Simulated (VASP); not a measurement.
Write the native input for VASP 6.6.1 that does the following.

```yaml
Task: single point
Functional: PBE
Potentials_or_basis: VASP PAW PBE potentials, release 64 (Fe, Mn, Mg)
Cutoff: 500 eV
k_mesh: 6 × 5 × 5
Occupations: gaussian, width 0.05 eV
Spin: collinear spin, ferromagnetic start
Starting_moments: "[3.0, 4.0, 0.0, 0.0, 0.0, 0.0, 0.0, 0.0] μB"
Further_INCAR_settings: ALGO = Normal; EDIFF = 1e-06; NBANDS = 28
```

The structure of Mg6MnFe lies in POSCAR:

```
Mg6MnFe
4.8098
    0.999997920911      0.000000000000      0.000000000000
    0.000000000000      0.629780240343      1.105547943781
    0.000000000000     -0.629780240343      1.105547943781
Fe Mn Mg
1 1 6
Direct
    0.5000000000      0.6791410000      0.6791410000
    0.0000000000      0.8210190000      0.8210190000
    0.5000000000      0.1665030000      0.1665030000
    0.5000000000      0.6720880000      0.1504440000
    0.5000000000      0.1504440000      0.6720880000
    0.0000000000      0.3336410000      0.3336410000
    0.0000000000      0.8261340000      0.3510320000
    0.0000000000      0.3510320000      0.8261340000
```

The cell comes from a database or a generator and needn't be the stable form of this composition.

One way to write it, as run:

INCAR

```
PREC     = Accurate       # precision mode
ENCUT    = 500            # plane-wave cutoff, eV
EDIFF    = 1E-6           # SCF threshold, eV
ISMEAR   = 0              # smearing method
SIGMA    = 0.05           # smearing width, eV
LREAL    = F              # projectors in reciprocal space
LASPH    = T              # aspherical terms in the spheres
NELM     = 150            # most SCF steps
ALGO     = Normal         # electronic algorithm
ISIF     = 2              # what is computed and relaxed
LWAVE    = F              # write WAVECAR
LCHARG   = F              # write CHGCAR
ISPIN    = 2              # spin polarisation
MAGMOM   = 3 4 0 0 0 0 0 0 # initial moments
LORBIT   = 11             # projections on sites
LMAXMIX  = 4              # l up to which the mixer works
GGA      = PE             # functional
NBANDS   = 28             # bands
```

KPOINTS

```
regular mesh
0
Gamma
  6 5 5
```

Potentials or basis: VASP PAW PBE potentials, release 64 (Fe, Mn, Mg).

Run with:

```bash
$ cat potpaw_PBE.64/Fe/POTCAR potpaw_PBE.64/Mn/POTCAR potpaw_PBE.64/Mg/POTCAR > POTCAR
$ mpirun -np 1 vasp_std > vasp.out
```

It gave:

```yaml
Pressure: 0.0 GPa
Largest_force: 0.090 eV/Å
Band_gap_on_the_k_mesh: none (metal or under the smearing width)
Net_moment: 6.21 μB per cell
Site_moments: Fe +2.66; Mn +3.59; Mg -0.00, -0.02 μB
Valence_electrons_inside_the_program's_atomic_spheres: Fe 6.79; Mn 5.46; Mg 0.38, 0.39
```

Run time: 7.4 min on 1 thread of Intel(R) Xeon(R) Platinum 8259CL CPU @ 2.50GHz (Skylake/Cascade Lake), with other jobs on the host, peak memory 0.5 GiB.
